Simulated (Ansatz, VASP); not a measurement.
**SbAs (h-BN type (invented)) in two plane-wave programs**

Aim: how closely do two programs agree when they are given the same cell, functional and k mesh? The cell is generated by rule, not measured, and may not be a known phase. The cell is taken from a series of runs on this material, whose earlier steps may have relaxed, scaled, displaced or heated it; both programs get it as it stands.

Method: plane waves, with VASP 6.6.1 beside it; relaxation of cell and atoms at PBEsol, in Ansatz 0.2.0.

## 1. The starting structure

It takes space group P6_3/mmc (No. 194, hexagonal). The conventional cell has a = 4.844 Å, b = 4.844 Å, c = 5.842 Å, α = 90.00°, β = 90.00°, γ = 120.00°. As has 5 Sb at 2.80 to 2.92 Å nearest. Sb has 5 As at 2.80 to 2.92 Å nearest. Farther neighbours are not listed.

## 2. Ansatz: relaxation of cell and atoms, PBEsol

Ansatz runs on its default PAW (the set named soft_2) files.

The relaxed volume is the usual yardstick between codes: in a stiff, nearly cubic crystal its relative difference is about their pressure difference at one cell divided by the bulk modulus.

File input.yaml:

```yaml
crystal:
  lattice:
    - [4.8439589012, 0.0, 0.0]
    - [-2.4219794506, 4.1949914633, 0.0]
    - [0.0, 0.0, 5.8417147791]
  atoms:
    - { symbol: As, position: [0.3333333333, 0.6666666667, 0.25] }
    - { symbol: As, position: [0.6666666667, 0.3333333333, 0.75] }
    - { symbol: Sb, position: [0.6666666667, 0.3333333333, 0.25] }
    - { symbol: Sb, position: [0.3333333333, 0.6666666667, 0.75] }
kpoints:
  mp_grid: { grid: [12, 12, 8] }
hamiltonian:
  xc: pbesol
scf:
  occupations: { method: gaussian, width: 0.1 }
output:
  forces: true
  stress: true
  eigenvalues: true
  write_density: true
  write_potential: true
  elf: true
  volumetric_format: npy
relax:
  adjacent_minimum: "off"
  f_tol: 0.005
  max_steps: 80
  cell: { stress_tol: 0.05 }
```

Run with:

```sh
$ ansatz run input.yaml --threads 2 --pin off --max-ram 5120MiB --backend cpu --events-out ev --progress --plain --runs-dir out
```

Numbers of over 12 decimals in the logs are rounded to 6 here.

Output:

```text
Engine: ansatz 0.2.0, aarch64-unknown-linux-gnu
Pseudopotentials: kind: paw
Pseudopotential: As, paw, valence charge 15, recommended cutoff 420 eV (normal), As.paw.azcp
Pseudopotential: Sb, paw, valence charge 15, recommended cutoff 420 eV (normal), Sb.paw.azcp
Functional definition: PBEsol
  exchange = pbesol_x
  correlation = pbesol_c
Crystal: 4 atoms, lattice volume = 118.706 Å³
Basis set: ecut = 420 eV, 2305 PW (Γ), exchange–correlation on 72×72×80 points (8 copies of the dense FFT grid, shifted against one another)
Bands: 36, of which v1, the nominal top of the filled ones, is band 30 counted from 1 (29 counted from 0)
Symmetry: 24 space group operations
Space group: P63/mmc (ITA 194), of the structure as read, at distance tolerance 4.9e-5 Å
k-points: 95 of 1152
Non-local potential: As, projectors of the file, l = 0: 2, l = 1: 2, l = 2: 3, l = 3: 1
Non-local potential: Sb, projectors of the file, l = 0: 2, l = 1: 2, l = 2: 2, l = 3: 2
PAW form: soft (Blöchl's): semilocal exchange-correlation on the pseudo side does not see the compensation charge
PAW frozen core: As, regenerated for the run's functional, and the local potential with it (the file was generated under x = pbe(κ = 0.804, μ = 0.219515), c = pbe(β = 0.066725))
PAW frozen core: Sb, regenerated for the run's functional, and the local potential with it (the file was generated under x = pbe(κ = 0.804, μ = 0.219515), c = pbe(β = 0.066725))
PAW one-centre angular grid: As, 590 points (default); XC on 64 Gauss nodes
PAW one-centre angular grid: Sb, 590 points (default); XC on 64 Gauss nodes
Initial density: superposition of atomic densities (neutral atoms: chi_scale 0, normalization atom), corrected by the library's trained network
Initial wavefunctions: pseudopotential atomic-orbital guess
Functional: x = pbesol(κ = 0.804, μ = 0.123457), c = pbesol(β = 0.046)
SCF iter   1: F=—  HF=-22441.338651 eV  |F-HF|=—  |Δ(HF+E_count)|=         —  Δρ=2.49e-3  dr2=6.42e-3  ethr=1.77e-3  ⟨swp⟩=6.5  Hψ=13790  notcnv=0
preconditioner: auto → LDOS  [metal: Δε(μ)=0.072 eV  Ē_g=8.301 eV  σ=0.100 eV  W_gap=0.36  n_scr=22 (ndim 8)  ℏωp=15.2 eV  f_vac=0.116  D(μ)=2.29/eV (n_scr^D=20)  β→1.0]
SCF iter   2: F=—  HF=-22441.337778 eV  |F-HF|=—  |Δ(HF+E_count)|=   8.73e-4  Δρ=5.89e-4  dr2=5.00e-4  ethr=1.07e-5  ⟨swp⟩=2.0  Hψ=7225  notcnv=0  defer=27
SCF iter   3: F=—  HF=-22441.337465 eV  |F-HF|=—  |Δ(HF+E_count)|=   3.14e-4  Δρ=2.32e-4  dr2=5.66e-5  ethr=8.33e-7  ⟨swp⟩=2.0  Hψ=6186  notcnv=0  defer=27
SCF iter   4: F=—  HF=-22441.337417 eV  |F-HF|=—  |Δ(HF+E_count)|=   4.72e-5  Δρ=6.95e-5  dr2=5.23e-6  ethr=9.43e-8  ⟨swp⟩=2.0  Hψ=6189  notcnv=0  defer=27
SCF iter   5: F=—  HF=-22441.337424 eV  |F-HF|=—  |Δ(HF+E_count)|=   6.83e-6  Δρ=2.38e-5  dr2=9.79e-7  ethr=8.71e-9  ⟨swp⟩=2.0  Hψ=5233  notcnv=0  defer=27
SCF iter   6: F=-22441.337424 eV  HF=-22441.337424 eV  |F-HF|=6.26e-10  |Δ(HF+E_count)|=   7.92e-8  Δρ=5.79e-6  dr2=5.89e-8  ethr=1.67e-10  ⟨swp⟩=10.2  Hψ=24202  notcnv=0
SCF 1 converged in 6 iterations: F = -22441.337424 eV  dr2 = 5.89e-8
  greatest PAW one-centre occupation: 0.999 electrons in one spin orbital (limit 2), on the As atom at site 1 (counted from 0), in its partial waves of l = 2
relax step   1: F+E_penalty+E_count = -22441.33742415 eV  Δ(F+E_penalty+E_count) = +0.000e0 eV  max|allowed force component| = 1.480e-16 eV/Å  Δτ_max = 0.0000 Å  P = -0.014 GPa  Ω = 118.706 Å³  (6 SCF iters, dr2 threshold 1.00e-7 eV, accepted)
[...]
relax step   2: F+E_penalty+E_count = -22441.33777422 eV  Δ(F+E_penalty+E_count) = -3.501e-4 eV  max|allowed force component| = 1.039e-15 eV/Å  Δτ_max = 0.0000 Å  P = +0.024 GPa  Ω = 118.680 Å³  energy of the carried Pulay correction = +5.249e-6 eV  (4 SCF iters, dr2 threshold 1.18e-7 eV, accepted)
[...]
relax step   3: F+E_penalty+E_count = -22441.33776703 eV  Δ(F+E_penalty+E_count) = +7.191e-6 eV  max|allowed force component| = 8.720e-16 eV/Å  Δτ_max = 0.0000 Å  P = +0.024 GPa  Ω = 118.680 Å³  stress off target by 2.49e-2 GPa  SCF on the basis re-selected at this cell (its energy is not comparable with the rows above)  (5 SCF iters)
basis re-selected at this cell: Δ(F+E_penalty+E_count) = +7.191e-6 eV, ΔP = +0.000 GPa vs the last step (what re-selecting the basis moved, of the pressure what is left beyond the Pulay correction that the steps carried, after the strain that the cell walked since its last selection, with what the two solves' SCF thresholds leave and, on support functions, any second-order correction that the steps lacked; it is no m [...]
SCF converged after 5 iterations
Free energy (F): -22441.337767 eV
Harris-Foulkes:  -22441.337767 eV  (|F-HF|=1.46e-11)
Internal energy: -22441.325892 eV  (E = F + TS)
E sigma→0 (E₀):  -22441.331830 eV
Entropy (-TS):   -0.011875 eV (-2.969 meV/atom)
Fermi energy:    8.424194 eV
--- Per-component energies (eV) ---
  E_band       = -920.271408
  E_kinetic    = 619.350870
  E_local      = -7543.653485  (includes V_loc(G=0)·N_el)
  E_nonlocal   = -609.887705
  E_hartree    = 3742.921736
  E_xc         = -431.834620
  E_vxc        = -350.814679  (∫ρ·V_xc dr)
  E_paw        = -12582.419836  (= ΣΔE_a)
  E_vpaw       = -521.109795  (= ΣTr[D̂ρ^β])
  E_aug_tail   = 0.000012  (compensation charges beyond the density's cutoff)
  E_ewald      = -5638.399435
  E_core_change = 2.596571  (= ΣΔE_core)
  E_smearing   = -0.011875  (= −TS)
  E_closure    = 0.000000  (closes the sum)
  Σ components = -22441.337767   (vs F -22441.337767, Δ=0.00e0)
--- Forces (eV/Å), atoms counted from 1 ---
  atom   1  As     0.00000000     0.00000000     0.00000000
  atom   2  As     0.00000000    -0.00000000     0.00000000
  atom   3  Sb     0.00000000    -0.00000000     0.00000000
  atom   4  Sb    -0.00000000     0.00000000     0.00000000
  max |Σ_I F_I| component: 6.48e-17 eV/Å
--- Stress (GPa, compression-positive) ---
        0.024876       0.000000       0.000000
       -0.000000       0.024876       0.000000
        0.000000       0.000000       0.022253
  P = ⅓ Tr σ = 0.0240 GPa (0.240 kbar)
--- Band table (eV; the first three rows and the last of 95) ---
  k-point 0: bands = [... 26 lower, 4.2446, 6.2856, 6.2856, 6.4233, 8.3017, 8.3017, 10.6992, 10.6992, ... 2 higher]
  k-point 1: bands = [... 26 lower, 4.3015, 6.1726, 6.1726, 6.8320, 8.3547, 8.3547, 10.5332, 10.5332, ... 2 higher]
  k-point 2: bands = [... 26 lower, 4.4692, 5.8758, 5.8758, 7.8003, 8.5198, 8.5198, 9.6298, 10.1296, ... 2 higher]
  k-point 94: bands = [... 26 lower, 7.4084, 7.4084, 8.0695, 8.0695, 8.9896, 8.9896, 9.0927, 9.0927, ... 2 higher]
--- Relaxed structure (2 steps of the walk, 2 accepted, 1 SCFs on fresh bases) ---
  F+E_penalty+E_count = -22441.33776703 eV   max|allowed force component| = 8.720e-16 eV/Å   (the final SCF, on the basis selected at the relaxed cell)
  cell:  # Å, volume = 118.6798 Å³
    - [4.836875, 0.0, 0.0]
    - [-2.418438, 4.188857, 0.0]
    - [0.0, 0.0, 5.857558]
  atoms:
    - { symbol: As, position: [0.333333, 0.666667, 0.250000] }
    - { symbol: As, position: [0.666667, 0.333333, 0.750000] }
    - { symbol: Sb, position: [0.666667, 0.333333, 0.250000] }
    - { symbol: Sb, position: [0.333333, 0.666667, 0.750000] }
```

Reading the cycles: dr2 is the Hartree energy of the density residual (eV), the measure of convergence; HF is the Harris–Foulkes estimate of the energy, which meets the free energy F at convergence.

## 3. VASP: relaxation of cell and atoms, PBEsol

The same cell, functional, mesh and smearing now go to VASP, with its own data sets.

Lines of VASP's logs that name or quote its potential files are left out, and so is its time.

File INCAR:

```
SYSTEM = SbAs
PREC = Accurate
ENCUT = 500
EDIFF = 1E-07
NELM = 120
ISMEAR = 0
SIGMA = 0.1
LREAL = .FALSE.
ALGO = Normal
GGA = PS
NBANDS = 16
LORBIT = 11
LWAVE = .FALSE.
LCHARG = .FALSE.
ISIF = 3
IBRION = 2
NSW = 80
EDIFFG = -0.005
LASPH = .TRUE.
GGA_COMPAT = .FALSE.
NELMIN = 4
KPAR = 2
```

File POSCAR:

```
SbAs
1.0
    4.8439590000      0.0000000000      0.0000000000
   -2.4219790000      4.1949910000      0.0000000000
    0.0000000000      0.0000000000      5.8417150000
As Sb
2 2
Direct
    0.3333333042      0.6666667461      0.2500000428
    0.6666664893      0.3333332539      0.7499999572
    0.6666664893      0.3333332539      0.2500000428
    0.3333333042      0.6666667461      0.7499999572
```

File KPOINTS:

```
Automatic mesh
0
Gamma
12 12 8
0 0 0
```

PAW data sets: As and Sb (PBE family, release 64).

Run with:

```sh
$ mpirun -np 2 vasp_std
```

Output:

```text
[banner, memory and clock lines left out]
running    2 mpi-ranks, on    1 nodes
 distrk:  each k-point on    1 cores,    2 groups
 distr:  one band on    1 cores,    1 groups

 POSCAR found type information on POSCAR AsSb
 POSCAR found :  2 types and       4 ions
|                                                                             |
|               ----> ADVICE to this user running VASP <----                  |
|                                                                             |
|     You enforced a specific xc type in the INCAR file but a different       |
|     [... a line on the potential file left out ...]
|     I HOPE YOU KNOW WHAT YOU ARE DOING!                                     |
|                                                                             |

 LDA part: xc-table for (Slater+PW92), standard interpolation
 POSCAR, INCAR and KPOINTS ok, starting setup
 FFT: planning ... GRIDC
 FFT: planning ... GRID_SOFT
 FFT: planning ... GRID
 WAVECAR not read
 entering main loop
       N       E                     dE             d eps       ncg     rms          rms(c)
DAV:   1     0.893797957758E+02    0.89380E+02   -0.70638E+03  3040   0.970E+02
DAV:   2    -0.116590504425E+02   -0.10104E+03   -0.97764E+02  4056   0.160E+02
DAV:   3    -0.185792022045E+02   -0.69202E+01   -0.68242E+01  4008   0.468E+01
DAV:   4    -0.186672939783E+02   -0.88092E-01   -0.88007E-01  3624   0.605E+00
DAV:   5    -0.186686251316E+02   -0.13312E-02   -0.13309E-02  3992   0.793E-01    0.432E+00
DAV:   6    -0.184919221421E+02    0.17670E+00   -0.40163E-01  3632   0.259E+00    0.264E+00
DAV:   7    -0.184759685459E+02    0.15954E-01   -0.67055E-02  3720   0.127E+00    0.907E-01
DAV:   8    -0.184719438309E+02    0.40247E-02   -0.67910E-03  3624   0.411E-01    0.166E-01
DAV:   9    -0.184719745847E+02   -0.30754E-04   -0.11090E-03  3648   0.192E-01    0.712E-02
DAV:  10    -0.184720483968E+02   -0.73812E-04   -0.83862E-05  3632   0.489E-02    0.280E-02
DAV:  11    -0.184720985683E+02   -0.50171E-04   -0.81195E-05  3576   0.416E-02    0.730E-03
DAV:  12    -0.184720989966E+02   -0.42827E-06   -0.60090E-06  3832   0.132E-02    0.393E-03
DAV:  13    -0.184720997001E+02   -0.70350E-06   -0.13815E-06  3560   0.604E-03    0.148E-03
DAV:  14    -0.184720998189E+02   -0.11878E-06   -0.42647E-08  2928   0.114E-03    0.430E-04
DAV:  15    -0.184720998840E+02   -0.65115E-07   -0.15778E-08  2024   0.719E-04
   1 F= -.18472100E+02 E0= -.18466502E+02  d E =-.184721E+02
[...]
2 F= -.18472419E+02 E0= -.18466567E+02  d E =-.319223E-03
[...]
3 F= -.18472422E+02 E0= -.18466540E+02  d E =-.322103E-03
 curvature:  -0.55 expect dE=-0.304E-04 dE for cont linesearch -0.442E-08
 trial: gam= 0.09676 g(F)=  0.648E-41 g(S)=  0.556E-04 ort =-0.220E-05 (trialstep = 0.102E+01)
 search vector abs. value=  0.607E-04
 bond charge predicted
       N       E                     dE             d eps       ncg     rms          rms(c)
DAV:   1    -0.184724993746E+02   -0.77372E-04   -0.25274E-03  3296   0.243E-01    0.314E-02
DAV:   2    -0.184724643893E+02    0.34985E-04   -0.10153E-04  3584   0.547E-02    0.176E-02
DAV:   3    -0.184724467671E+02    0.17622E-04   -0.43531E-05  3520   0.297E-02    0.293E-03
DAV:   4    -0.184724469164E+02   -0.14931E-06   -0.15544E-06  3840   0.710E-03    0.168E-03
DAV:   5    -0.184724470176E+02   -0.10120E-06   -0.12082E-07  2248   0.189E-03    0.794E-04
DAV:   6    -0.184724470318E+02   -0.14180E-07   -0.27238E-08  1928   0.989E-04
   4 F= -.18472447E+02 E0= -.18466526E+02  d E =-.250452E-04
 trial-energy change:   -0.000025  1 .order   -0.000024   -0.000057    0.000009
 step:   0.8929(harm=  0.8781)  dis= 0.00000  next Energy=   -18.472448 (dE=-0.257E-04)
 reached required accuracy - stopping structural energy minimisation
```

Parts of OUTCAR (step 3):

```text
ion  position               nearest neighbor table
   1  0.333  0.667  0.250-   3 2.80   3 2.80   3 2.80   4 2.92   4 2.92
   2  0.667  0.333  0.750-   4 2.80   4 2.80   4 2.80   3 2.92   3 2.92
   3  0.667  0.333  0.250-   1 2.80   1 2.80   1 2.80   2 2.92   2 2.92
   4  0.333  0.667  0.750-   2 2.80   2 2.80   2 2.80   1 2.92   1 2.92

  LATTYP: Found a hexagonal cell.
 ALAT       =     4.8439590000
 C/A-ratio  =     1.2059794478

 Subroutine GETGRP returns: Found 24 space group operations
 (whereof 12 operations were pure point group operations)

The static configuration has the point symmetry D_3d.
 The point group associated with its full space group is D_6h.

 Found     95 irreducible k-points:

   k-points           NKPTS =     95   k-points in BZ     NKDIM =     95   number of bands    NBANDS=     16

   dimension x,y,z NGX =    36 NGY =   36 NGZ =   48
   dimension x,y,z NGXF=    72 NGYF=   72 NGZF=   96

   ENCUT  =  500.0 eV  36.75 Ry    6.06 a.u.   8.83  8.83 10.65*2*pi/ulx,y,z

   NELECT =      20.0000    total number of electrons

 k-points in reciprocal lattice and weights: Automatic mesh
   0.00000000  0.00000000  0.00000000       0.001
   0.08333333  0.00000000  0.00000000       0.005
   0.16666667  0.00000000  0.00000000       0.005
   0.25000000  0.00000000  0.00000000       0.005
   0.33333333  0.00000000  0.00000000       0.005
   0.41666667  0.00000000  0.00000000       0.005
   0.50000000  0.00000000  0.00000000       0.003
   0.08333333  0.08333333  0.00000000       0.005
   0.16666667  0.08333333  0.00000000       0.010
[...]
0.33333333  0.25000000  0.50000000       0.010
   0.33333333  0.33333333  0.50000000       0.002

 average (electrostatic) potential at core
       1 -49.8227       2 -49.8227       3 -87.9770       4 -87.9770

 E-fermi :   5.0549

 k-point     1 :       0.0000    0.0000    0.0000
  band No.  band energies     occupation
    ...
      8       2.9204      2.00000
      9       2.9204      2.00000
     10       3.0534      2.00000
     11       4.9306      1.92112
     12       4.9306      1.92109
     13       7.3250      0.00000
     14       7.3250      0.00000
     15       8.6147      0.00000
     16       8.8907      0.00000

 k-point     2 :       0.0833    0.0000    0.0000
  band No.  band energies     occupation
    ...
      8       2.8584      2.00000
      9       2.9497      2.00000
     10       3.1521      2.00000
     11       4.8898      1.98040
     12       5.1024      0.50172
     13       7.3248      0.00000
     14       7.4855      0.00000
     15       8.6329      0.00000
     16       9.1718      0.00000

 k-point     3 :       0.1667    0.0000    0.0000
  band No.  band energies     occupation
    ...
      7       1.4341      2.00000
      8       2.6652      2.00000
      9       2.7011      2.00000
     10       3.6450      2.00000
     11       4.8925      1.97829
     12       5.5764      0.00000
     13       7.3898      0.00000
     14       7.9277      0.00000
     15       8.6980      0.00000
     16       9.5391      0.00000

  Total        0.0082331      0.0082331      0.0001990      0.0000000      0.0000000      0.0000000
  in kB        0.1108507      0.1108507      0.0026795      0.0000000      0.0000000      0.0000000
  external PRESSURE =       0.0747936 kB  Pullay stress =       0.0000000 kB

  energy-cutoff  :      500.00
  volume of cell :      119.00
      direct lattice vectors                 reciprocal lattice vectors
     4.841855709 -0.000000000  0.000000000     0.206532383  0.119241518 -0.000000000
    -2.420927355  4.193169498 -0.000000000     0.000000000  0.238483086 -0.000000000
    -0.000000000  0.000000000  5.861128247    -0.000000000 -0.000000000  0.170615615

 POSITION                                       TOTAL-FORCE (eV/Angst)
 -----------------------------------------------------------------------------------
     -0.00000      2.79545      1.46528         0.000000      0.000000      0.000000
      2.42093      1.39772      4.39585        -0.000000     -0.000000      0.000000
      2.42093      1.39772      1.46528         0.000000     -0.000000     -0.000000
     -0.00000      2.79545      4.39585        -0.000000      0.000000     -0.000000
 -----------------------------------------------------------------------------------
    total drift:                                0.000375      0.000007      0.000063

  FREE ENERGIE OF THE ION-ELECTRON SYSTEM (eV)
  ---------------------------------------------------
  free  energy   TOTEN  =       -18.4724470318 eV

  energy  without entropy=      -18.4606043643  energy(sigma->0) =      -18.46652570

 reached required accuracy - stopping structural energy minimisation

 total charge
# of ion       s       p       d       tot
------------------------------------------
    1        1.307   1.362   0.034   2.703
    2        1.307   1.362   0.034   2.703
    3        1.241   1.079   0.042   2.362
    4        1.241   1.079   0.042   2.362
--------------------------------------------------
tot          5.096   4.882   0.152  10.130

[... 3 further parts left out ...]
```

## 4. Differences

Known differences besides the potentials themselves: the data sets hold 60 valence electrons in Ansatz (on its default PAW (the set named soft_2) files) and 20 in VASP; the cutoff is 420 eV in Ansatz and 500 eV in VASP; Ansatz makes its cores anew for this functional, VASP keeps those of its PBE data sets; Ansatz adds a Pulay correction to the stress that steers its cell, VASP none. Total energies have different zeros and are not compared.

Compared:

```
                                         quantity  Ansatz    VASP  difference
                                      volume (Å³)  118.68  119.00     -0.27 %
edge a after relaxation, in the typed setting (Å)   4.837   4.842     -0.10 %
edge c after relaxation, in the typed setting (Å)   5.858   5.861     -0.06 %
```

## 5. What came out

```json
{"difference in volume (relaxation of cell and atoms, PBEsol)": "-0.27 %"}
```

In words: The difference in volume is -0.27 % (relaxation of cell and atoms, PBEsol), within the 1.2 % picked in this series as the mark of a large difference, as far as the stopping tolerances let one tell. The data sets hold unlike numbers of valence electrons (60 in Ansatz and 20 in VASP), so part of the differences comes from the potentials. 1 further run of this series is not shown here. Such differences can come from data sets, numerical settings and the points named under the comparisons, not from the functional's error against experiment.

[Lines on the potential files, build, host, timing and source positions are cut from VASP's logs without a mark.]

[Logs are printed without paths, hosts, clocks, repeated set-up lines and the standing remarks that a program may print on its own settings, such as how far it seeks lower states.]

[Hosts, paths, dates, database ids (printed as entryN), source tags and the programs' standing remarks are cut or masked in the printed files.]
